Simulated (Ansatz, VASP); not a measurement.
**As2Se in VASP and in Ansatz**

```xyz
6
Lattice="-3.5294 3.5294 2.6536 3.5294 -3.5294 2.6536 3.5294 3.5294 -2.6536" Properties=species:S:1:pos:R:3 pbc="T T T"
As    0.0000    5.2941    0.6634
As    0.0000    1.7647    0.6634
As    1.7647    3.5294    1.9902
As   -1.7647    3.5294    1.9902
Se    0.0000    0.0000    2.6536
Se    3.5294    0.0000    1.3268
```

Alike in both runs: task single point; functional PBEsol; k mesh 6 × 6 × 6; occupations gaussian, width 0.1 eV; no spin polarisation.

|  | VASP | Ansatz |
| --- | --- | --- |
| version | VASP 6.6.1 | Ansatz 0.2.0 |
| potentials or method | VASP PAW PBE potentials, release 64 (As, Se) | scalar-relativistic, plane waves, PAW |
| plane-wave cutoff (eV) | 520 | 420 |
| valence electrons in the cell | 32 | 92 |

|  | VASP | Ansatz | Ansatz less VASP |
| --- | --- | --- | --- |
| gap on the k mesh at the Fermi level (eV) | none | none | - |
| pressure (GPa) | -3.4 | -3.6 | -0.16 |
| largest component of the traceless stress (GPa) | 0.70 | 0.74 | +0.042 |

A gap of «none» marks a metal or a gap that the smearing closes. The two sets of potentials don't hold the same shells in valence.

Caveats: the PAW data sets were made with another functional, which shifts forces and pressure a little (VASP).
